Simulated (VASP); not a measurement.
Calculation: LDA (Ceperley-Alder, Perdew-Zunger), VASP's LDA PAW potentials (set 64) (plane waves; VASP 6.6.1).

VASP input:

File KPOINTS:
```
Automatic mesh
0
G
  16 16 16
0 0 0
```

File POSCAR:
```
HfN
1
    0.0000000000     2.2676840000     2.2676840000
    2.2676840000     0.0000000000     2.2676840000
    2.2676840000     2.2676840000     0.0000000000
Hf N
1 1
Direct
  0.0000000000   0.0000000000   0.0000000000
  0.5000000000   0.5000000000   0.5000000000
```

### INCAR
```
# general
SYSTEM   =  HfN
PREC     =  Accurate
ENCUT    =  400
LREAL    =  .False.
LASPH    =  .True.

# electronic loop
EDIFF    =  1E-6
NELM     =  100
ALGO     =  Normal
LMAXMIX  =  6

# smearing
ISMEAR   =  -1
SIGMA    =  0.1

# ions
IBRION   =  2
NSW      =  50
ISIF     =  3
EDIFFG   =  -0.01

# output
LWAVE    =  .False.
LCHARG   =  .False.
```

POTCAR, in this order: Hf_pv N (LDA.64 set). Program: vasp_std.

Output of the run:

**OSZICAR**
```
       N       E                     dE             d eps       ncg     rms          rms(c)
DAV:   1     0.268088066370E+02    0.26809E+02   -0.70571E+03  3209   0.104E+03
DAV:   2    -0.249979004533E+02   -0.51807E+02   -0.49017E+02  4167   0.217E+02
DAV:   3    -0.267710999611E+02   -0.17732E+01   -0.17439E+01  4179   0.338E+01
DAV:   4    -0.267865183806E+02   -0.15418E-01   -0.15283E-01  3834   0.307E+00
DAV:   5    -0.267867938898E+02   -0.27551E-03   -0.27474E-03  4236   0.285E-01    0.493E+01
DAV:   6    -0.239749495716E+02    0.28118E+01   -0.15796E+01  3611   0.275E+01    0.421E+01
DAV:   7    -0.238668427946E+02    0.10811E+00   -0.73176E-01  3661   0.716E+00    0.263E+01
DAV:   8    -0.238410580896E+02    0.25785E-01   -0.13653E-01  3664   0.344E+00    0.490E+00
DAV:   9    -0.238326972813E+02    0.83608E-02   -0.50381E-02  3655   0.158E+00    0.148E+00
DAV:  10    -0.238321598752E+02    0.53741E-03   -0.31839E-03  3768   0.468E-01    0.895E-02
DAV:  11    -0.238321661934E+02   -0.63182E-05   -0.76722E-05  3775   0.919E-02    0.328E-02
DAV:  12    -0.238321653560E+02    0.83740E-06   -0.77197E-06  3741   0.254E-02
   1 F= -.23832165E+02 E0= -.23822473E+02  d E =-.238322E+02
       N       E                     dE             d eps       ncg     rms          rms(c)
DAV:   1    -0.251932150243E+02   -0.13610E+01   -0.47361E+01  3190   0.745E+01    0.268E+01
DAV:   2    -0.239236251762E+02    0.12696E+01   -0.19141E+00  3376   0.139E+01    0.126E+01
DAV:   3    -0.235326033699E+02    0.39102E+00   -0.81695E-01  3499   0.953E+00    0.707E+00
DAV:   4    -0.235227917026E+02    0.98117E-02   -0.33423E-02  3889   0.185E+00    0.455E+00
DAV:   5    -0.235211071314E+02    0.16846E-02   -0.39677E-03  3835   0.505E-01    0.405E-01
DAV:   6    -0.235210838511E+02    0.23280E-04   -0.29101E-04  3829   0.165E-01    0.823E-02
DAV:   7    -0.235210751339E+02    0.87172E-05   -0.10269E-05  3762   0.332E-02    0.368E-02
DAV:   8    -0.235210746509E+02    0.48300E-06   -0.10791E-06  2126   0.877E-03
   2 F= -.23521075E+02 E0= -.23513038E+02  d E =0.311091E+00
       N       E                     dE             d eps       ncg     rms          rms(c)
DAV:   1    -0.246848568382E+02   -0.11638E+01   -0.22288E+01  3193   0.505E+01    0.187E+01
DAV:   2    -0.240929091062E+02    0.59195E+00   -0.10549E+00  3262   0.101E+01    0.926E+00
DAV:   3    -0.239069467116E+02    0.18596E+00   -0.43213E-01  3507   0.640E+00    0.556E+00
DAV:   4    -0.239021999942E+02    0.47467E-02   -0.24930E-02  3931   0.149E+00    0.324E+00
DAV:   5    -0.239011283859E+02    0.10716E-02   -0.54415E-03  3699   0.640E-01    0.244E-01
DAV:   6    -0.239010959167E+02    0.32469E-04   -0.34515E-04  3744   0.178E-01    0.844E-02
DAV:   7    -0.239010905854E+02    0.53313E-05   -0.11509E-05  3803   0.337E-02    0.538E-02
DAV:   8    -0.239010904432E+02    0.14226E-06   -0.87926E-07  2093   0.781E-03
   3 F= -.23901090E+02 E0= -.23891983E+02  d E =-.689251E-01
       N       E                     dE             d eps       ncg     rms          rms(c)
DAV:   1    -0.239014593826E+02   -0.36880E-03   -0.65754E-03  3208   0.856E-01    0.285E-01
DAV:   2    -0.239012792325E+02    0.18015E-03   -0.31224E-04  3322   0.171E-01    0.132E-01
DAV:   3    -0.239012251924E+02    0.54040E-04   -0.11582E-04  3546   0.106E-01    0.868E-02
DAV:   4    -0.239012231215E+02    0.20709E-05   -0.70379E-06  3909   0.254E-02    0.538E-02
DAV:   5    -0.239012228553E+02    0.26619E-06   -0.83907E-07  1856   0.748E-03
   4 F= -.23901223E+02 E0= -.23892137E+02  d E =-.690575E-01
```

### OUTCAR
```
------------------------ aborting loop because EDIFF is reached ----------------------------------------
  FORCE on cell =-STRESS in cart. coord.  units (eV):
  Direction    XX          YY          ZZ          XY          YZ          ZX
  --------------------------------------------------------------------------------------
  Total       -0.0145522     -0.0145522     -0.0145522     -0.0000000      0.0000000     -0.0000000
  in kB       -1.0570486     -1.0570486     -1.0570486     -0.0000000      0.0000000     -0.0000000
  external PRESSURE =      -1.0570486 kB  Pullay stress =       0.0000000 kB
  volume of cell :       22.06
      direct lattice vectors                 reciprocal lattice vectors
     0.000000000  2.225894103  2.225894103    -0.224628835  0.224628835  0.224628835
     2.225894103 -0.000000000  2.225894103     0.224628835 -0.224628835  0.224628835
     2.225894103  2.225894103  0.000000000     0.224628835  0.224628835 -0.224628835
 POSITION                                       TOTAL-FORCE (eV/Angst)
 -----------------------------------------------------------------------------------
      4.45179      4.45179      4.45179         0.000000      0.000000      0.000000
      2.22589      2.22589      2.22589        -0.000000     -0.000000     -0.000000
 -----------------------------------------------------------------------------------
    total drift:                                0.000000     -0.000000     -0.000000
  FREE ENERGIE OF THE ION-ELECTRON SYSTEM (eV)
  ---------------------------------------------------
  free  energy   TOTEN  =       -23.9012228553 eV

  energy  without entropy=      -23.8830504843  energy(sigma->0) =      -23.89213667

 reached required accuracy - stopping structural energy minimisation
```
(Selected blocks of OUTCAR.)

**CONTCAR**
```
HfN
   1.00000000000000
     0.0000000000000000    2.2258941034173820    2.2258941034173820
     2.2258941034173820   -0.0000000000000000    2.2258941034173820
     2.2258941034173820    2.2258941034173820    0.0000000000000000
  Hf              N
     1     1
Direct
     1.0000000000000000    1.0000000000000000    1.0000000000000000
     0.5000000000000000    0.5000000000000000    0.5000000000000000
```

At this cut-off the stress carries a Pulay error, which pulls relaxed volumes low. Energy and stress use the plane-wave basis of the starting cell.

The structure is a typed HfN crystal. This run relaxes it. Symmetry was kept, so distortions that lower it aren't found. The run is one of a series of settings (EDIFFG = -0.01, IBRION = 2, ISIF = 3, NSW = 50 against the base run), some of them coarse on purpose. The electron count is odd and the run is not spin-polarised, which forces a metal.
